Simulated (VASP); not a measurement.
Computed with vdW-DF-cx, VASP's PBE PAW potentials (set 64) (plane waves; VASP 6.6.1).

VASP input:

KPOINTS:
```
Automatic mesh
0
Gamma
10 10 10
0 0 0
```

**POSCAR**
```
PdIn
1
    3.2500000000     0.0000000000     0.0000000000
    0.0000000000     3.2500000000     0.0000000000
    0.0000000000     0.0000000000     3.2500000000
In Pd
1 1
Direct
  0.5000000000   0.5000000000   0.5000000000
  0.0000000000   0.0000000000   0.0000000000
```

INCAR:
```
# general
SYSTEM   = PdIn
PREC     = Accurate
ENCUT    = 520
LREAL    = F
LASPH    = T

# electronic loop
EDIFF    = 1E-6
NELM     = 100
ALGO     = Normal
LMAXMIX  = 4

# smearing
ISMEAR   = 1
SIGMA    = 0.1

# functional
GGA      = CX
LUSE_VDW = T
AGGAC    = 0.0

# ions
IBRION   = 2
NSW      = 60
ISIF     = 3
EDIFFG   = -0.01

# output
LWAVE    = F
LCHARG   = F
```

POTCAR, in this order: In_d Pd (PBE.64 set). Program: vasp_std.

Unless said otherwise, spin-orbit coupling is left out, though it shifts the bands of the heavy elements here.

### Question
Predict the energy per atom (σ→0), volume per atom, band gap (on the k-mesh).

### Answer

```yaml
energy per atom (σ→0): -1.583 eV/atom
band gap (on the k-mesh): none (metal, semimetal or under 0.01 eV)
volume_per_atom: 17.28 Å^3/atom
```

**OSZICAR**
```
...
DAV:   1    -0.318192969869E+01   -0.15248E-01   -0.30426E-01  1806   0.972E+00    0.833E-01
DAV:   2    -0.316918174859E+01    0.12748E-01   -0.60382E-02  1687   0.327E+00    0.274E-01
DAV:   3    -0.316759934128E+01    0.15824E-02   -0.55099E-03  2203   0.135E+00    0.111E-01
DAV:   4    -0.316734836038E+01    0.25098E-03   -0.77179E-04  2458   0.500E-01    0.101E-01
DAV:   5    -0.316734160425E+01    0.67561E-05   -0.17517E-05  1821   0.448E-02    0.765E-02
DAV:   6    -0.316733492046E+01    0.66838E-05   -0.25151E-05  2012   0.421E-02    0.717E-03
DAV:   7    -0.316733571164E+01   -0.79118E-06   -0.68296E-07  1386   0.863E-03
   3 F= -.31673357E+01 E0= -.31668766E+01  d E =-.636767E-03
```

The compound is PdIn in the CsCl type structure. This run relaxes it. Symmetry was kept, so distortions that lower it aren't found. The electron count is odd and the run is not spin-polarised, which forces a metal.
